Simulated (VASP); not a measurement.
Given:

```
CELL_PARAMETERS angstrom
      3.10073     0.00000     0.00000
     -1.55037     2.68531     0.00000
      0.00000     0.00000     7.10363
ATOMIC_POSITIONS crystal
  Al 0.71980 0.00000 0.66667
  Al 0.00000 0.71980 0.33333
  Al 0.28020 0.28020 0.00000
  N  0.48890 0.00000 0.16667
  N  0.00000 0.48890 0.83333
  N  0.51110 0.51110 0.50000
```

Calculation: PBE GGA, VASP's PBE PAW potentials (set 64) (plane waves; VASP 6.6.1). Run with 400 eV cut-off, 10×10×4 Γ-centred mesh, Fermi-Dirac smearing of 0.10 eV, potentials Al N.

At this cut-off the stress carries a Pulay error, which pulls relaxed volumes low.

Q: Estimate the energy per atom (σ→0), pressure.

A: 
The energy per atom (σ→0) comes out as -6.731 eV/atom. The pressure comes out as 2.16 GPa.

The structure was generated: AlN was put into an ordered model structure, which need not be its known phase. The cell was not relaxed at this level.
